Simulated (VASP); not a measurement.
Output of a VASP run:

**OUTCAR**
```
 ion  position               nearest neighbor table
   1  1.000  0.237  0.170-  50 1.62  29 1.62  51 1.63  24 1.64   2 3.10  15 3.10  14 3.11   9 3.11
 Subroutine IBZKPT returns following result:
 Found      1 irreducible k-points:

 Following reciprocal coordinates:
            Coordinates               Weight
  0.000000  0.000000  0.000000      1.000000
   k-points           NKPTS =      1   k-points in BZ     NKDIM =      1   number of bands    NBANDS=    224
   number of dos      NEDOS =    301   number of ions     NIONS =     70
   total plane-waves  NPLWV = 135000
   dimension x,y,z NGX =    50 NGY =   50 NGZ =   54
   dimension x,y,z NGXF=   100 NGYF=  100 NGZF=  108
   ions per type =              23  47
   PREC   = normal    normal or accurate (medium, high low for compatibility)
   ISTART =      0    job   : 0-new  1-cont  2-samecut
   ICHARG =      2    charge: 1-file 2-atom 10-const
   ISPIN  =      1    spin polarized calculation?
   LNONCOLLINEAR =      F non collinear calculations
   LSORBIT =      F    spin-orbit coupling
   INIWAV =      1    electr: 0-lowe 1-rand  2-diag
   ENCUT  =  400.0 eV  29.40 Ry    5.42 a.u.  16.33 16.33 17.92*2*pi/ulx,y,z
   NELM   =    100;   NELMIN=  4; NELMDL= -5     # of ELM steps
   EDIFF  = 0.1E-04   stopping-criterion for ELM
   LREAL  =      T    real-space projection
   NLSPLINE    = F    spline interpolate recip. space projectors
   LMAXMIX     =    2 max onsite mixed and CHGCAR
   VOSKOWN=      0    Vosko Wilk Nusair interpolation
   EDIFFG = -.3E-01   stopping-criterion for IOM
   NSW    =    120    number of steps for IOM
   NBLOCK =      1;   KBLOCK =    120    inner block; outer block
   IBRION =      2    ionic relax: 0-MD 1-quasi-New 2-CG
   NFREE  =      1    steps in history (QN), initial steepest desc. (CG)
   ISIF   =      2    stress and relaxation
   ISYM   =      0    0-nonsym 1-usesym 2-fastsym
   TEIN   =    0.0    initial temperature
   TEBEG  =    0.0;   TEEND  =   0.0 temperature during run
   SMASS  =  -3.00    Nose mass-parameter (am)
   PSTRESS=    0.0 pullay stress
   NELECT =     374.0000    total number of electrons
   EFERMI =   0.00;   METHOD = LEGACY
   ISMEAR =     0;   SIGMA  =   0.05  broadening in eV -4-tet -1-fermi 0-gaus
   IALGO  =     68    algorithm
   LDIAG  =      T    sub-space diagonalisation (order eigenvalues)
   IMIX   =      4    mixing-type and parameters
     AMIX     =   0.40;   BMIX     =  1.00
     AMIX_MAG =   1.60;   BMIX_MAG =  1.00
     AMIN     =   0.10
   GGA     = PE    functional components
   VOSKOWN =     0    Vosko Wilk Nusair interpolation
   LHFCALC =     F    Hartree Fock is set to
   LHFONE  =     F    Hartree Fock one center treatment
   AEXX    =    0.0000 exact exchange contribution
   IVDW    =     0    specifies the selected vdW correction
   LEPSILON=     F    determine dielectric tensor
   LRPA    =     F    only Hartree local field effects (RPA)
  energy-cutoff  :      400.00
  volume of cell :      953.59
      direct lattice vectors                 reciprocal lattice vectors
     5.005566415 -8.669895594  0.000000000     0.099888796 -0.057670821  0.000000000
     5.005566415  8.669895594  0.000000000     0.099888796  0.057670821  0.000000000
     0.000000000  0.000000000 10.986650669     0.000000000  0.000000000  0.091019550
 k-point     1 :   0.0000 0.0000 0.0000  plane waves:    8688
 maximum number of plane-waves:      8688
```

**OSZICAR**
```
...
  92 F= -.54366180E+03 E0= -.54363925E+03  d E =-.461034E-03
       N       E                     dE             d eps       ncg     rms          rms(c)
DAV:   1    -0.543661462910E+03    0.32692E-03   -0.48083E-01   448   0.174E+00    0.199E-01
RMM:   2    -0.543670277508E+03   -0.88146E-02   -0.11359E-02   448   0.238E-01    0.186E+00
RMM:   3    -0.543655082933E+03    0.15195E-01   -0.25998E-03   449   0.148E-01    0.288E-01
RMM:   4    -0.543662216994E+03   -0.71341E-02   -0.10511E-03   454   0.885E-02    0.404E-01
RMM:   5    -0.543661972921E+03    0.24407E-03   -0.29986E-04   425   0.502E-02    0.864E-02
RMM:   6    -0.543662212428E+03   -0.23951E-03   -0.89127E-05   380   0.272E-02    0.449E-02
RMM:   7    -0.543662216613E+03   -0.41851E-05   -0.60796E-05   385   0.165E-02
  93 F= -.54366222E+03 E0= -.54363960E+03  d E =-.418322E-03
       N       E                     dE             d eps       ncg     rms          rms(c)
DAV:   1    -0.543662130581E+03    0.81848E-04   -0.70028E-02   464   0.662E-01    0.880E-02
RMM:   2    -0.543663890889E+03   -0.17603E-02   -0.17669E-03   448   0.924E-02    0.834E-01
RMM:   3    -0.543660644700E+03    0.32462E-02   -0.52879E-04   451   0.665E-02    0.134E-01
RMM:   4    -0.543662216925E+03   -0.15722E-02   -0.19259E-04   382   0.427E-02    0.140E-01
RMM:   5    -0.543662211754E+03    0.51704E-05   -0.42519E-05   320   0.192E-02
  94 F= -.54366221E+03 E0= -.54363964E+03  d E =-.413463E-03
       N       E                     dE             d eps       ncg     rms          rms(c)
DAV:   1    -0.543662392145E+03   -0.17522E-03   -0.13202E-01   448   0.911E-01    0.228E-01
RMM:   2    -0.543678792580E+03   -0.16400E-01   -0.73934E-03   448   0.155E-01    0.241E+00
RMM:   3    -0.543654064649E+03    0.24728E-01   -0.45864E-03   458   0.173E-01    0.551E-01
RMM:   4    -0.543661702924E+03   -0.76383E-02   -0.14119E-03   451   0.125E-01    0.107E-01
RMM:   5    -0.543662484419E+03   -0.78150E-03   -0.19130E-04   407   0.453E-02    0.462E-02
RMM:   6    -0.543662479831E+03    0.45877E-05   -0.54723E-05   381   0.152E-02
  95 F= -.54366248E+03 E0= -.54363984E+03  d E =-.268077E-03
       N       E                     dE             d eps       ncg     rms          rms(c)
DAV:   1    -0.543662474607E+03    0.98115E-05   -0.49120E-04   488   0.547E-02    0.172E-02
RMM:   2    -0.543662604738E+03   -0.13013E-03   -0.51666E-05   291   0.123E-02    0.227E-01
RMM:   3    -0.543662388479E+03    0.21626E-03   -0.32250E-05   277   0.168E-02    0.296E-02
RMM:   4    -0.543662475561E+03   -0.87082E-04   -0.13735E-05   264   0.119E-02    0.244E-02
RMM:   5    -0.543662476740E+03   -0.11791E-05   -0.19048E-06   230   0.399E-03
  96 F= -.54366248E+03 E0= -.54363993E+03  d E =-.264986E-03
       N       E                     dE             d eps       ncg     rms          rms(c)
DAV:   1    -0.543662612683E+03   -0.13712E-03   -0.80440E-02   464   0.708E-01    0.190E-01
RMM:   2    -0.543673140530E+03   -0.10528E-01   -0.48333E-03   448   0.120E-01    0.209E+00
RMM:   3    -0.543653750760E+03    0.19390E-01   -0.32137E-03   457   0.159E-01    0.433E-01
RMM:   4    -0.543662137881E+03   -0.83871E-02   -0.12094E-03   451   0.116E-01    0.882E-02
RMM:   5    -0.543662660182E+03   -0.52230E-03   -0.14902E-04   378   0.383E-02    0.653E-02
RMM:   6    -0.543662664902E+03   -0.47203E-05   -0.27977E-05   288   0.143E-02
  97 F= -.54366266E+03 E0= -.54364016E+03  d E =-.188161E-03
```

**OUTCAR**
```
------------------------ aborting loop because EDIFF is reached ----------------------------------------
  FORCE on cell =-STRESS in cart. coord.  units (eV):
  Direction    XX          YY          ZZ          XY          YZ          ZX
  --------------------------------------------------------------------------------------
  Total      -27.4052819    -26.0735360    -29.3744127     -4.4958007     -0.2718230     -2.8523780
  in kB      -46.0449970    -43.8074635    -49.3534331     -7.5536216     -0.4567035     -4.7924242
  external PRESSURE =     -46.4019645 kB  Pullay stress =       0.0000000 kB
  volume of cell :      953.59
      direct lattice vectors                 reciprocal lattice vectors
     5.005566415 -8.669895594  0.000000000     0.099888796 -0.057670821  0.000000000
     5.005566415  8.669895594  0.000000000     0.099888796  0.057670821  0.000000000
     0.000000000  0.000000000 10.986650669     0.000000000  0.000000000  0.091019550
 POSITION                                       TOTAL-FORCE (eV/Angst)
 -----------------------------------------------------------------------------------
      6.11171     -6.52777      1.86828        -0.003019      0.005319      0.008182
      2.51332      0.18638     10.86673         0.012833      0.011137     -0.006475
      5.97612      6.55520      3.66980         0.002765      0.004273     -0.003797
      1.34047      2.09592      7.28598         0.003259     -0.013394      0.002153
      2.61135     -0.09445      5.42401         0.002534     -0.005505      0.005885
      1.29727     -1.97423      9.17038        -0.001171     -0.004065     -0.010767
      8.42537     -2.26093      1.94446        -0.020701     -0.007728      0.010803
      5.17149      4.42704      0.15010         0.011809     -0.005284     -0.000147
      3.68653      2.18845      3.63923        -0.012056      0.002330      0.001394
      3.72953      6.28796      7.38727        -0.009556     -0.008499      0.005461
      5.13936      4.23308      5.50925         0.007502     -0.004916      0.002072
      3.84169      2.36970      9.15296        -0.008805     -0.020706      0.007238
      2.64220     -2.58104      0.96657         0.011950      0.005543      0.000932
      5.04049     -4.25839     10.98107         0.000375      0.002008     -0.002124
      3.72262     -6.41566      3.78795        -0.003744      0.000501      0.012691
      3.78409     -2.30691      7.32754         0.010535      0.005118      0.003968
      5.27190     -4.26809      5.45453         0.004592      0.001086      0.000524
      3.83990     -6.44208      9.11378         0.007026      0.005562     -0.008354
      6.24113      2.11654      1.91212         0.004355     -0.000746     -0.008346
      7.68736      0.05885      0.01773        -0.015801      0.006850      0.003275
      6.31630      1.99251      7.31781        -0.002233     -0.000515     -0.011004
      7.71939     -0.09299      5.51898         0.012257      0.004815      0.013540
      6.22994     -2.00590      9.18003        -0.008216      0.008454     -0.016982
      1.54461      0.84188      0.98391         0.001346     -0.012146      0.001483
      3.60810      0.92163      4.65006        -0.003698      0.010219      0.003841
      1.86375     -2.56683      2.35490        -0.003453      0.000361      0.004072
      3.23265     -1.14211      0.52534        -0.003239     -0.013506      0.001019
      1.59129     -0.76604      4.33205        -0.002694     -0.008921     -0.006541
      2.23676      2.47840      2.97493        -0.001442      0.005367     -0.001220
      1.81272      0.69933      6.59722         0.001532     -0.007417     -0.003182
      3.60601      1.25444     10.33313        -0.003216     -0.006488     -0.002385
      2.39782     -2.61396      8.18496        -0.005215      0.011114     -0.000058
      3.48055     -1.24807      6.14998        -0.000286      0.001006     -0.006912
      1.62596     -0.46025      9.64068        -0.002080      0.005973     -0.004245
      2.42008      2.63117      8.41358        -0.002313     -0.004436      0.001004
      4.12272      5.13377      1.11067         0.004204      0.003575      0.005280
      6.05550      5.35538      4.76401        -0.000252      0.001434     -0.002464
      4.74001      1.83846      2.44972         0.001609      0.002346     -0.000879
      6.18613      3.43203      0.90654         0.002163      0.001940      0.000706
      4.16471      3.51739      4.43125         0.006157     -0.005370      0.005868
      4.45973      6.78795      3.16108         0.004736      0.001174     -0.004696
      4.22581      4.91963      6.67211         0.000143     -0.003032      0.002966
      6.36671      5.70844     10.66672        -0.008887      0.012109      0.000968
      4.89584      1.78041      8.08535        -0.006079      0.009513      0.000515
      6.14821      3.15269      6.18639        -0.008889      0.003892     -0.001440
      4.46842      3.74274      9.84308         0.006261     -0.001415     -0.001610
      4.80852      6.59867      8.61153         0.010899      0.004725      0.002251
      3.79953     -3.67556      0.90393         0.004002     -0.012902      0.002030
      6.18102     -3.12534      4.74106        -0.008879     -0.000539      0.002306
      4.70977     -6.90680      2.58117         0.003940     -0.005751     -0.010473
      5.94954     -5.26075      0.86777         0.001622      0.005144     -0.005270
      4.25547     -5.01102      4.39676        -0.004160      0.003278     -0.000168
      4.32804     -3.68260      6.68455         0.002742     -0.000568     -0.000798
      5.97123     -3.08466     10.37270        -0.002080      0.008020      0.004368
      4.94151     -6.92027      8.02746        -0.014404     -0.001067      0.011300
      6.19467     -5.44163      6.14928         0.001333     -0.016622     -0.003608
...
```
(Selected blocks of OUTCAR.)

POSCAR:
```
O47Si23
1
    5.0055664148    -8.6698955938     0.0000000000
    5.0055664148     8.6698955938     0.0000000000
    0.0000000000     0.0000000000    10.9866506686
Si O
23 47
Direct
  0.9995866259   0.2367739378   0.1697771181
  0.2510430544   0.2605007482   0.9924956701
  0.2271001610   0.9919842209   0.3407333260
  0.0019465532   0.2437714510   0.6658875675
  0.2643174982   0.2646020069   0.5016818548
  0.2374991806   0.0004489537   0.8327334426
  0.9872284725   0.7257354912   0.1708824903
  0.2617604441   0.7676882006   0.0050028382
  0.2411711453   0.5013794444   0.3333234352
  0.0001052345   0.7333990319   0.6644981270
  0.2643305987   0.7603367368   0.5016289946
  0.2395323479   0.5079557287   0.8321828789
  0.4644872207   0.1774080662   0.1268704385
  0.7694856442   0.2656224028   0.9970634166
  0.7395458259   0.0018739525   0.3381029461
  0.5031607546   0.2387911349   0.6677961320
  0.7667390450   0.2747739540   0.4972933378
  0.7410847274   0.0015806723   0.8322891478
  0.5016118636   0.7417907318   0.1697186945
  0.7650938801   0.7660611884   0.0015253455
  0.5059867314   0.7393763053   0.6659422655
  0.7637452907   0.7573147878   0.4953932113
  0.7371810423   0.5018665308   0.8338045304
  0.1271763476   0.2053973620   0.1020098816
  0.2973586409   0.4239396651   0.4368795396
  0.3688976575   0.0743461988   0.2361821327
  0.4133059686   0.2798467997   0.0533841845
  0.2064569153   0.1296493768   0.3970975434
  0.0816085272   0.3694027031   0.2721533031
  0.1321514070   0.2119895115   0.6058596054
  0.2901690461   0.4251435625   0.9372083136
  0.3755656461   0.0780822661   0.7333042148
  0.4209122777   0.2900961201   0.5653643233
  0.1997982151   0.1296904698   0.8882605074
  0.0792597734   0.3788711134   0.7702513821
  0.1251753548   0.7067783939   0.1045647699
  0.2917178924   0.9219861239   0.4424749795
  0.3714300036   0.5785052093   0.2272886844
  0.4216782499   0.8030078158   0.0703781144
  0.2119728590   0.6320377660   0.3945653328
  0.0742882908   0.8637584374   0.2733643081
  0.1309793678   0.7019064747   0.6053833648
  0.2959477963   0.9369004052   0.9496113507
  0.3751257024   0.5811019671   0.7307366929
  0.4256116930   0.7926563169   0.5624427443
  0.2154765209   0.6419713789   0.8956767611
  0.0822895803   0.8639081586   0.7719616878
  0.6278524926   0.1987318901   0.1010268926
  0.7922699270   0.4321403648   0.4347039681
  0.8703429487   0.0768403581   0.2305511405
  0.9240349104   0.2952647137   0.0655371823
  0.7115718549   0.1337495944   0.3977613475
  0.6339406298   0.2118705690   0.6052709860
  0.7932045417   0.4227289359   0.9374053731
  0.8755934217   0.0844697404   0.7310837078
  0.9250171126   0.2963846859   0.5614630193
  0.7081559138   0.1294082941   0.8965934955
  0.5760241850   0.3705767408   0.7739334977
  0.6268764583   0.7131154356   0.0997973644
  0.7963696427   0.9245433890   0.4407329012
  0.8499683117   0.5612255200   0.2174181014
  0.9245478828   0.7992505725   0.0658018925
  0.6986204279   0.6295264610   0.3879865328
  0.5787209994   0.8733709289   0.2744858899
  0.6364609011   0.7091585864   0.6068434080
  0.7988111075   0.9257477074   0.9355833201
  0.8697801869   0.5762555101   0.7299868599
  0.9257587040   0.7926668063   0.5615026550
  0.7085396313   0.6306690177   0.8987566883
  0.5806957321   0.8733249024   0.7702228448
```

Question: Reconstruct the remaining input files.

Answer: Several could match; the one computed here: the input of the run itself, PBE GGA, plane waves, VASP's PBE PAW potentials (set 64).

**KPOINTS**
```
kpoints
0
gamma
 1 1 1
```

**INCAR**
```
PREC=Normal
LREAL=Auto   # projection in real space or not
EDIFF=1E-5   # SCF stop (eV)
LWAVE=F
NELM=100
NELMIN=4
LASPH=T   # aspherical one-centre terms
ENCUT=400   # plane-wave cut-off (eV)
LCHARG=F
SIGMA=0.05
ISMEAR=0
EDIFFG=-0.03   # ionic stop
ALGO=Fast   # Davidson, then RMM-DIIS
ISYM=0
NSW=120
IBRION=2
ISIF=2   # forces and stress, cell fixed
GGA=PE
SYSTEM=O47Si23
```

POTCAR, in this order: Si O (PBE.64 set). Program: vasp_gam.

At this cut-off the stress carries a Pulay error, which pulls relaxed volumes low. The supercell is sampled at Γ alone, which is coarse: total energies, pressure and levels can be off, energies of defects by several tenths of an eV.

The cell is a supercell with a defect, built from SiO2 (quartz): vac_Si-vac_O. The run is not spin-polarised, so no state with unpaired spins was tried.
